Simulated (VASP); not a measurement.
Wanted: the native input for a VASP 6.6.1 run.

```
Task                   : relaxation of cell and atoms
Functional             : PBE
Potentials or basis    : VASP PAW PBE potentials, release 64 (Zn, C)
Cutoff                 : 600 eV
k mesh                 : 6 × 6 × 4
Occupations            : gaussian, width 0.1 eV
Spin                   : no spin polarisation
Dipole correction      : no
Further INCAR settings : ALGO = Fast; EDIFF = 1e-07; IBRION = 2; EDIFFG = -0.04; NSW = 90; ISIF = 3
```

The structure of ZnC4 lies in POSCAR:

```
ZnC4
1.0
    3.6713615400      0.0000000000      0.0000000000
   -1.8356807700      3.1794923600      0.0000000000
    0.0000000000      0.0000000000      4.7143506500
Zn C
1 4
Direct
    0.0000000000      0.0000000000      0.0000000000
    0.5000000000      0.0000000000      0.0000000000
    0.0000000000      0.5000000000      0.0000000000
    0.5000000000      0.5000000000      0.0000000000
    0.0000000000      0.0000000000      0.5000000000
```

The cell was built by a generator and needn't be a form met in nature.

The cell isn't the ideal one: random cell by space group and Wyckoff sites (P6/mmm, No. 191).

These files were run (other wordings do the same):

INCAR

```
ALGO = Fast
EDIFF = 1E-7
EDIFFG = -0.04
ENCUT = 600
GGA = PE
IBRION = 2
ISIF = 3
ISMEAR = 0
LASPH = True
LCHARG = False
LREAL = False
LWAVE = False
NELM = 100
NSW = 90
PREC = Accurate
SIGMA = 0.1
```

KPOINTS

```
k-points
0
Gamma
  6 6 4
```

Potentials or basis: VASP PAW PBE potentials, release 64 (Zn, C).

Command:

```bash
$ cat potpaw_PBE.64/Zn/POTCAR potpaw_PBE.64/C/POTCAR > POTCAR
$ mpirun -np 1 vasp_std > vasp.out
```

Results of the run:

```
Relaxed volume                         : 12.41 Å³/atom
Relaxed cell                           : a = 4.184 Å, b = 4.184 Å, c = 4.092 Å, α = 90.00°, β = 90.00°, γ = 120.00°
Space group after relaxing (to 0.05 Å) : P6/mmm (No. 191)
Energy gained by relaxing              : 484.7 meV/atom
Ionic steps                            : 8
Pressure after relaxing                : 0.2 GPa
Band gap on the k mesh                 : none (metal or under the smearing width)
```

Run time: 7.1 min on 1 thread of AMD EPYC 7R43 64-Core Processor (Zen 3) (shared host), peak memory 0.16 GiB.
